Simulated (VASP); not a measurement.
These are PBE GGA with D4 dispersion, VASP's PBE PAW potentials (set 64) (plane waves; VASP) values and carry that method's errors.

The input files of a VASP run:

INCAR:
```
# general
SYSTEM   =  MnF2
PREC     =  Accurate
ENCUT    =  520   # plane-wave cut-off (eV)
LREAL    =  .FALSE.
LASPH    =  .TRUE.

# electronic loop
EDIFF    =  1E-7
NELM     =  100   # most electronic steps
ALGO     =  Normal   # blocked Davidson
LMAXMIX  =  4   # l cut-off of mixed one-centre charges

# smearing
ISMEAR   =  0
SIGMA    =  0.05   # width (eV)

# functional
GGA      =  PE   # PBE
IVDW     =  13

# spin
ISPIN    =  2   # spin-polarised
MAGMOM   =  4.5 -4.5 -0.0 2*0.0 -0.0

# ions
IBRION   =  2   # conjugate gradients
NSW      =  30
ISIF     =  4
EDIFFG   =  -0.01

# output
LWAVE    =  .FALSE.
LCHARG   =  .FALSE.
LORBIT   =  10
```

**KPOINTS**
```
Regular mesh
0
G
 5 5 7
0 0 0
```

**POSCAR**
```
MnF2
1.0
  4.8355511592   0.0000000000   0.0000000000
  0.0000000000   4.8355511592   0.0000000000
  0.0000000000   0.0000000000   3.2861743934
Mn F
2 4
Direct
  0.0000000000   1.0000000000   0.0000000000
  0.5000000000   0.5000000000   0.5000000000
  0.3033658923   0.3033658923   1.0000000000
  0.8033658923   0.1966341077   0.5000000000
  0.1966341077   0.8033658923   0.5000000000
  0.6966341077   0.6966341077   0.0000000000
```

POTCAR, in this order: Mn_pv F (PBE.64 set). Program: vasp_std.

The run wrote:

### OSZICAR
```
       N       E                     dE             d eps       ncg     rms          rms(c)
DAV:   1     0.710947166192E+03    0.71095E+03   -0.31648E+04  3144   0.192E+03
DAV:   2     0.281160948793E+02   -0.68283E+03   -0.65882E+03  3416   0.552E+02
DAV:   3    -0.411809113275E+02   -0.69297E+02   -0.68708E+02  3392   0.185E+02
DAV:   4    -0.429262074224E+02   -0.17453E+01   -0.17394E+01  3712   0.298E+01
DAV:   5    -0.429557829674E+02   -0.29576E-01   -0.29574E-01  3224   0.430E+00    0.214E+01
DAV:   6    -0.392075645205E+02    0.37482E+01   -0.25241E+01  3680   0.370E+01    0.154E+01
DAV:   7    -0.393537557935E+02   -0.14619E+00   -0.18233E+00  3280   0.104E+01    0.104E+01
DAV:   8    -0.391514597211E+02    0.20230E+00   -0.48161E-01  3176   0.641E+00    0.330E+00
DAV:   9    -0.393704721564E+02   -0.21901E+00   -0.11298E-01  3776   0.369E+00    0.905E-01
DAV:  10    -0.393740975031E+02   -0.36253E-02   -0.20332E-02  3184   0.942E-01    0.164E-01
DAV:  11    -0.393743807037E+02   -0.28320E-03   -0.66088E-04  3672   0.234E-01    0.621E-02
DAV:  12    -0.393745923013E+02   -0.21160E-03   -0.13325E-04  3400   0.873E-02    0.507E-02
DAV:  13    -0.393746236442E+02   -0.31343E-04   -0.28996E-05  3376   0.413E-02    0.106E-02
DAV:  14    -0.393746297102E+02   -0.60660E-05   -0.82334E-06  3440   0.223E-02    0.345E-03
DAV:  15    -0.393746300104E+02   -0.30023E-06   -0.53589E-07  3016   0.510E-03    0.193E-03
DAV:  16    -0.393746302691E+02   -0.25871E-06   -0.16718E-07  2552   0.286E-03    0.634E-04
DAV:  17    -0.393746302927E+02   -0.23527E-07   -0.11243E-08  1792   0.877E-04
   1 F= -.40329304E+02 E0= -.40329304E+02  d E =-.403293E+02  mag=    -0.0000
       N       E                     dE             d eps       ncg     rms          rms(c)
DAV:   1    -0.393752881405E+02   -0.65787E-03   -0.19391E-01  3072   0.322E+00    0.247E-01
DAV:   2    -0.393751945740E+02    0.93567E-04   -0.52501E-03  3672   0.528E-01    0.149E-01
DAV:   3    -0.393750021573E+02    0.19242E-03   -0.20555E-04  3904   0.125E-01    0.820E-02
DAV:   4    -0.393749543530E+02    0.47804E-04   -0.96391E-05  3648   0.728E-02    0.248E-02
DAV:   5    -0.393749549096E+02   -0.55660E-06   -0.10260E-05  3200   0.211E-02    0.141E-02
DAV:   6    -0.393749549535E+02   -0.43864E-07   -0.74471E-07  3984   0.705E-03
   2 F= -.40329822E+02 E0= -.40329822E+02  d E =-.517895E-03  mag=    -0.0000
       N       E                     dE             d eps       ncg     rms          rms(c)
DAV:   1    -0.393751524065E+02   -0.19750E-03   -0.10191E-01  3088   0.233E+00    0.179E-01
DAV:   2    -0.393751052175E+02    0.47189E-04   -0.27670E-03  3648   0.383E-01    0.107E-01
DAV:   3    -0.393750041597E+02    0.10106E-03   -0.10847E-04  3904   0.906E-02    0.593E-02
DAV:   4    -0.393749791989E+02    0.24961E-04   -0.50613E-05  3656   0.527E-02    0.180E-02
DAV:   5    -0.393749795089E+02   -0.31000E-06   -0.53921E-06  3176   0.153E-02    0.103E-02
DAV:   6    -0.393749795366E+02   -0.27720E-07   -0.38715E-07  3520   0.510E-03
   3 F= -.40329988E+02 E0= -.40329988E+02  d E =-.683858E-03  mag=     0.0000
```

**OUTCAR**
```
------------------------ aborting loop because EDIFF is reached ----------------------------------------
  Edisp (eV):   -0.95501
  FORCE on cell =-STRESS in cart. coord.  units (eV):
  Direction    XX          YY          ZZ          XY          YZ          ZX
  --------------------------------------------------------------------------------------
  Total       1.43613     1.43613     1.48218    -0.00000     0.00000     0.00000
  in kB      29.94482    29.94482    30.90497    -0.00000     0.00000     0.00000
  external pressure =       30.26 kB  Pullay stress =        0.00 kB
  volume of cell :       76.84
      direct lattice vectors                 reciprocal lattice vectors
     4.830451362  0.000000000  0.000000000     0.207019992 -0.000000000  0.000000000
     0.000000000  4.830451362  0.000000000    -0.000000000  0.207019992  0.000000000
     0.000000000  0.000000000  3.293116879     0.000000000  0.000000000  0.303663683
 POSITION                                       TOTAL-FORCE (eV/Angst)
 -----------------------------------------------------------------------------------
      0.00000      0.00000      0.00000         0.000000      0.000000      0.000000
      2.41523      2.41523      1.64656         0.000000      0.000000      0.000000
      1.46280      1.46280      0.00000        -0.005202     -0.005202     -0.000000
      3.87803      0.95243      1.64656        -0.005202      0.005202      0.000000
      0.95243      3.87803      1.64656         0.005202     -0.005202     -0.000000
      3.36765      3.36765      0.00000         0.005202      0.005202      0.000000
 -----------------------------------------------------------------------------------
    total drift:                                0.000000      0.000000      0.000000
  FREE ENERGIE OF THE ION-ELECTRON SYSTEM (eV)
  ---------------------------------------------------
  free  energy   TOTEN  =       -40.3299877291 eV

  energy  without entropy=      -40.3299877291  energy(sigma->0) =      -40.32998773

 total charge

# of ion       s       p       d       tot
------------------------------------------
    1        0.166   6.151   4.971  11.289
    2        0.166   6.151   4.971  11.289
    3        1.736   4.369   0.000   6.105
    4        1.736   4.369   0.000   6.105
    5        1.736   4.369   0.000   6.105
    6        1.736   4.369   0.000   6.105
--------------------------------------------------
tot          7.275  29.779   9.942  46.996

 magnetization (x)

# of ion       s       p       d       tot
------------------------------------------
    1        0.017   0.016   4.493   4.526
    2       -0.017  -0.016  -4.493  -4.526
    3       -0.003  -0.024   0.000  -0.027
    4        0.003   0.024   0.000   0.027
    5        0.003   0.024   0.000   0.027
    6       -0.003  -0.024   0.000  -0.027
--------------------------------------------------
tot         -0.000   0.000   0.000  -0.000

 reached required accuracy - stopping structural energy minimisation
```
(Selected blocks of OUTCAR.)

CONTCAR:
```
MnF2
   1.00000000000000
     4.8304513622148102    0.0000000000000000    0.0000000000000000
     0.0000000000000000    4.8304513622148102    0.0000000000000000
     0.0000000000000000    0.0000000000000000    3.2931168787511322
  Mn              F
     2     4
Direct
     0.0000000000000000    0.0000000000000000    0.0000000000000000
     0.5000000000000000    0.5000000000000000    0.5000000000000000
     0.3028288494343683    0.3028288494343683    0.0000000000000000
     0.8028288494343683    0.1971711505656318    0.5000000000000000
     0.1971711505656318    0.8028288494343683    0.5000000000000000
     0.6971711505656317    0.6971711505656317    0.0000000000000000
```

The compound is MnF2 in the rutile structure. This cell is one point of a volume scan, at 0.97 of the reference volume. Symmetry was kept, so distortions that lower it aren't found.
